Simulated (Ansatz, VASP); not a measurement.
**One calculation of TiOs3, two programs**

File INCAR:

```
SYSTEM = TiOs3
PREC = Accurate
ENCUT = 520
EDIFF = 1E-6
ISMEAR = -1
SIGMA = 0.1
LREAL = .False.
LASPH = .True.
NELM = 100
ALGO = Normal
ISIF = 2
LWAVE = .False.
LCHARG = .False.
GGA = PE
NBANDS = 26
```

Contents of KPOINTS:

```
Automatic mesh
0
Gamma
  6 6 6
  0 0 0
```

Contents of POSCAR:

```
TiOs3
1.0
    3.8877300000      0.0000000000      0.0000000000
    0.0000000000      3.8877300000      0.0000000000
    0.0000000000      0.0000000000      3.8877300000
Ti Os
1 3
Direct
    0.0000000000      0.0000000000      0.0000000000
    0.5000000000      0.5000000000      0.0000000000
    0.5000000000      0.0000000000      0.5000000000
    0.0000000000      0.5000000000      0.5000000000
```

Input for Ansatz:

```yaml
crystal:
  lattice:
    - [3.88773, 0.0, 0.0]
    - [0.0, 3.88773, 0.0]
    - [0.0, 0.0, 3.88773]
  atoms:
    - { symbol: Ti, position: [0.0, 0.0, 0.0] }
    - { symbol: Os, position: [0.5, 0.5, 0.0] }
    - { symbol: Os, position: [0.5, 0.0, 0.5] }
    - { symbol: Os, position: [0.0, 0.5, 0.5] }
basis:
  ecutwfc: 462.593566181796
kpoints:
  mp_grid:
    grid: [6, 6, 6]
scf:
  occupations:
    method: fermi_dirac
    width: 0.1
output:
  stress: true
```

The cell comes from a database or a generator and needn't be the stable form of this composition.

Alike in both runs: task single point; functional PBE; k mesh 6 × 6 × 6; occupations fermi-dirac, width 0.1 eV; no spin polarisation.

|  | VASP | Ansatz |
| --- | --- | --- |
| version | VASP 6.6.1 | Ansatz 0.2.0 |
| potentials or method | VASP PAW PBE potentials, release 64 (Ti_sv, Os) | plane waves, PAW |
| plane-wave cutoff (eV) | 520 | 463 |
| valence electrons in the cell | 36 | 60 |

|  | VASP | Ansatz | Ansatz less VASP |
| --- | --- | --- | --- |
| pressure (GPa) | -1.3 | -1.2 | +0.14 |

The functional is the same, so the differences come from potentials, cutoffs and numerics. The two sets of potentials don't hold the same shells in valence.

The runs have no spin-orbit coupling, so splittings on Os are missing.
